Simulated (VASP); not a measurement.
Consider the following.

```yaml
crystal:
  lattice:
    - [4.31967, 0.00000, 0.00000]
    - [0.00000, 4.31967, 0.00000]
    - [0.00000, 0.00000, 4.31967]
  atoms:
    - { symbol: Ba, position: [0.00000, 0.00000, 0.00000] }
    - { symbol: Zr, position: [0.50000, 0.50000, 0.50000] }
    - { symbol: O, position: [0.50000, 0.00000, 0.50000] }
    - { symbol: O, position: [0.00000, 0.50000, 0.50000] }
    - { symbol: O, position: [0.50000, 0.50000, 0.00000] }
```

Computed with PBE GGA, VASP's PBE PAW potentials (set 64) (plane waves; VASP). Numerical set-up: 520 eV cut-off, 5×5×5 Γ-centred mesh, Gaussian smearing of 0.050 eV, potentials Ba_sv Zr_sv O.

**Question.** Give the stress tensor in GPa (positive for a compressed cell).

**Answer.** 
```
-7.70   0.00   0.00
 0.00  -7.70   0.00
 0.00   0.00  -7.70
```
The pressure is its mean diagonal, -7.70 GPa.

The compound is BaZrO3 in the cubic perovskite structure. This cell is one point of a volume scan, at 1.06 of the reference volume.
